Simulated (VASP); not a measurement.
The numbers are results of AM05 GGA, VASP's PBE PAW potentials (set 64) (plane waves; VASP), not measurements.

Input for VASP

KPOINTS:
```
Automatic mesh
0
Gamma
14 14 14
0 0 0
```

**POSCAR**
```
In
1.0
 -1.6070272420   1.6070272420   2.4738321878
  1.6070272420  -1.6070272420   2.4738321878
  1.6070272420   1.6070272420  -2.4738321878
In
1
Cartesian
 -1.6070272420   1.6070272420   2.4738321878
```

INCAR:
```
! general
SYSTEM  = In
PREC    = Accurate
ENCUT   = 520
LREAL   = .FALSE.
LASPH   = .TRUE.

! electronic loop
EDIFF   = 1E-6
NELM    = 100
ALGO    = Normal
LMAXMIX = 4

! smearing
ISMEAR  = 1
SIGMA   = 0.1

! functional
GGA     = AM

! ions
IBRION  = 2
NSW     = 60
ISIF    = 3
EDIFFG  = -0.01

! output
LWAVE   = .FALSE.
LCHARG  = .FALSE.
```

POTCAR, in this order: In_d (PBE.64 set). Program: vasp_std.

Output

OUTCAR:
```
 ion  position               nearest neighbor table
   1  0.000  0.000  0.000-
  LATTYP: Found a body centered tetragonal cell.
 ALAT       =     3.2140544840
 C/A-ratio  =     1.5393841020
 Subroutine PRICEL returns:
 Original cell was already a primitive cell.
 Subroutine GETGRP returns: Found 16 space group operations
The static configuration has the point symmetry D_4h.
The dynamic configuration has the point symmetry D_4h.
 Subroutine INISYM returns: Found 16 space group operations
 Subroutine IBZKPT returns following result:
 Found    244 irreducible k-points:

 Following reciprocal coordinates:
            Coordinates               Weight
  0.000000  0.000000  0.000000      1.000000
  0.071429 -0.000000  0.000000      8.000000
  0.142857 -0.000000  0.000000      8.000000
  0.214286  0.000000  0.000000      8.000000
  0.285714  0.000000  0.000000      8.000000
  0.357143  0.000000  0.000000      8.000000
  0.428571  0.000000  0.000000      8.000000
  0.500000  0.000000 -0.000000      4.000000
  0.071429  0.071429  0.000000      8.000000
  0.142857  0.071429  0.000000     16.000000
  0.214286  0.071429  0.000000     16.000000
  0.285714  0.071429  0.000000     16.000000
  0.357143  0.071429  0.000000     16.000000
  0.428571  0.071429  0.000000     16.000000
  0.500000  0.071429  0.000000     16.000000
 -0.428571  0.071429  0.000000     16.000000
 -0.357143  0.071429  0.000000     16.000000
 -0.285714  0.071429  0.000000     16.000000
 -0.214286  0.071429 -0.000000     16.000000
 -0.142857  0.071429 -0.000000     16.000000
 -0.071429  0.071429  0.000000      4.000000
  0.142857  0.142857  0.000000      8.000000
  0.214286  0.142857  0.000000     16.000000
  0.285714  0.142857 -0.000000     16.000000
...
```

OSZICAR:
```
       N       E                     dE             d eps       ncg     rms          rms(c)
DAV:   1     0.703742659513E+02    0.70374E+02   -0.65383E+03  4900   0.165E+03
DAV:   2    -0.801546481302E-01   -0.70454E+02   -0.69505E+02  4974   0.288E+02
DAV:   3    -0.268462759085E+01   -0.26045E+01   -0.25906E+01  5646   0.646E+01
DAV:   4    -0.274205355606E+01   -0.57426E-01   -0.57408E-01  6226   0.961E+00
DAV:   5    -0.274437006984E+01   -0.23165E-02   -0.23164E-02  5860   0.161E+00    0.231E+00
DAV:   6    -0.271210129182E+01    0.32269E-01   -0.64015E-02  5610   0.572E+00    0.111E+00
DAV:   7    -0.270608236409E+01    0.60189E-02   -0.18173E-02  5762   0.283E+00    0.283E-01
DAV:   8    -0.270557839454E+01    0.50397E-03   -0.88237E-04  6338   0.604E-01    0.312E-02
DAV:   9    -0.270558225763E+01   -0.38631E-05   -0.10173E-05  6354   0.481E-02    0.162E-02
DAV:  10    -0.270558372285E+01   -0.14652E-05   -0.16718E-06  4292   0.203E-02    0.142E-03
DAV:  11    -0.270558373804E+01   -0.15190E-07   -0.17629E-07  2790   0.815E-03
   1 F= -.27055837E+01 E0= -.27056282E+01  d E =-.270558E+01
```

### OUTCAR
```
------------------------ aborting loop because EDIFF is reached ----------------------------------------
  FORCE on cell =-STRESS in cart. coord.  units (eV):
  Direction    XX          YY          ZZ          XY          YZ          ZX
  --------------------------------------------------------------------------------------
  Total       -0.0024577     -0.0024577      0.0028756      0.0000000      0.0000000      0.0000000
  in kB       -0.1540868     -0.1540868      0.1802884      0.0000000      0.0000000      0.0000000
  external PRESSURE =      -0.0426284 kB  Pullay stress =       0.0000000 kB
  volume of cell :       25.56
      direct lattice vectors                 reciprocal lattice vectors
    -1.607027242  1.607027242  2.473832188     0.000000000  0.311133494  0.202115569
     1.607027242 -1.607027242  2.473832188     0.311133494  0.000000000  0.202115569
     1.607027242  1.607027242 -2.473832188     0.311133494  0.311133494  0.000000000
 POSITION                                       TOTAL-FORCE (eV/Angst)
 -----------------------------------------------------------------------------------
      0.00000      0.00000      0.00000         0.000000     -0.000000      0.000000
 -----------------------------------------------------------------------------------
    total drift:                                0.000000     -0.000000      0.000000
  FREE ENERGIE OF THE ION-ELECTRON SYSTEM (eV)
  ---------------------------------------------------
  free  energy   TOTEN  =        -2.7055837380 eV

  energy  without entropy=       -2.7057169856  energy(sigma->0) =       -2.70562815

 reached required accuracy - stopping structural energy minimisation
```
(Selected blocks of OUTCAR.)

The compound is In in the bct structure. It was relaxed first. The start is the result of an earlier pass.
